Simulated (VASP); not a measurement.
Consider the following.

```
Ho
1.0
    1.79000    -3.10037     0.00000
    1.79000     3.10037     0.00000
    0.00000     0.00000     5.62000
Ho
2
Direct
  0.33333   0.66667   0.25000
  0.66667   0.33333   0.75000
```

Method: vdW-DF2, VASP's PBE PAW potentials (set 64) (plane waves; VASP 6.6.1). Run with 520 eV cut-off, 11×11×6 Γ-centred mesh, first-order Methfessel-Paxton smearing of 0.10 eV, potentials Ho_3.

The 4f electrons are frozen in the core of the lanthanide potential, so 4f levels, which can set the real gap, and their magnetism are missing. Energy and stress use the plane-wave basis of the starting cell.

### Question
The ions, cell shape and volume are relaxed. Predict the relaxed structure.

### Answer

```
Ho
1.0
    1.82573    -3.16226     0.00000
    1.82573     3.16226     0.00000
    0.00000     0.00000     5.63699
Ho
2
Direct
  0.33333   0.66667   0.25000
  0.66667   0.33333   0.75000
```
Space group P6_3/mmc (194), at a tolerance of 0.03 Å.

### Question
How do energy and volume change from the first to the last step?

### Answer
The energy (σ→0) changes by -9.4 meV/atom and the volume by +4.3 %, in 6 ionic steps.

```csv
step,E(σ→0) (eV),max force (eV/Å),pressure (GPa),volume (Å³)
1,-2.7687,0.000,1.95,62.38
2,-2.7851,0.000,-0.54,65.87
3,-2.7862,0.000,-0.05,65.13
4,-2.7871,0.000,-0.04,65.11
5,-2.7874,0.000,-0.02,65.08
6,-2.7874,0.000,-0.03,65.09
```

The compound is Ho in the hcp structure. This run relaxes it. Symmetry was kept, so distortions that lower it aren't found.
